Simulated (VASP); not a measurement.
A VASP calculation is set up with these files.

**POSCAR**
```
Re
1
    1.3500953250    -2.3384335862     0.0000000000
    1.3500953250     2.3384335862     0.0000000000
    0.0000000000     0.0000000000     4.3683164795
Re
2
Direct
  0.3333330000   0.6666670000   0.2500000000
  0.6666670000   0.3333330000   0.7500000000
```

INCAR:
```
SYSTEM = Re
PREC = Accurate
ENCUT = 520
EDIFF = 1E-7
NELM = 100
ALGO = Normal
LREAL = .FALSE.
LASPH = .TRUE.
ISMEAR = 1
SIGMA = 0.1
GGA = CX
LUSE_VDW = .TRUE.
AGGAC = 0.0
LMAXMIX = 6
LWAVE = .FALSE.
LCHARG = .FALSE.
ISIF = 4
IBRION = 2
NSW = 30
EDIFFG = -0.01
```

KPOINTS:
```
kpoints
0
G
  15 15 8
```

POTCAR, in this order: Re (PBE.64 set). Program: vasp_std.

Q: Write an equivalent input for Quantum ESPRESSO's pw.x.

A: One equivalent input (not run):
```
&CONTROL
  calculation = 'vc-relax'
  pseudo_dir = './pseudo'
  outdir = './out'
  tprnfor = .true.
  tstress = .true.
  nstep = 30
  forc_conv_thr = 0.00039
/
&SYSTEM
  ibrav = 0
  nat = 2
  ntyp = 1
  ecutwfc = 72
  occupations = 'smearing'
  smearing = 'methfessel-paxton'
  degauss = 0.00735
  input_dft = 'vdw-df-cx'
/
&ELECTRONS
  conv_thr = 7.3e-09
  electron_maxstep = 100
/
&IONS
/
&CELL
  cell_dofree = 'shape'
/
ATOMIC_SPECIES
  Re 186.207 Re.upf
CELL_PARAMETERS angstrom
     1.3500953   -2.3384336    0.0000000
     1.3500953    2.3384336    0.0000000
     0.0000000    0.0000000    4.3683165
ATOMIC_POSITIONS crystal
  Re   0.3333330  0.6666670  0.2500000
  Re   0.6666670  0.3333330  0.7500000
K_POINTS automatic
  15 15 8 0 0 0
```
Limits of the translation: the potentials are each code's own (VASP's PAW set, PseudoDojo norm-conserving files in pw.x), so ENCUT and ecutwfc are chosen apart and not converted; conv_thr bounds pw.x's estimated SCF error, while EDIFF bounds the energy change between steps; forc_conv_thr acts on force components and is met together with etot_conv_thr.

The compound is Re in the hcp structure. This cell is one point of a volume scan, at 0.94 of the reference volume. Symmetry was kept, so distortions that lower it aren't found.
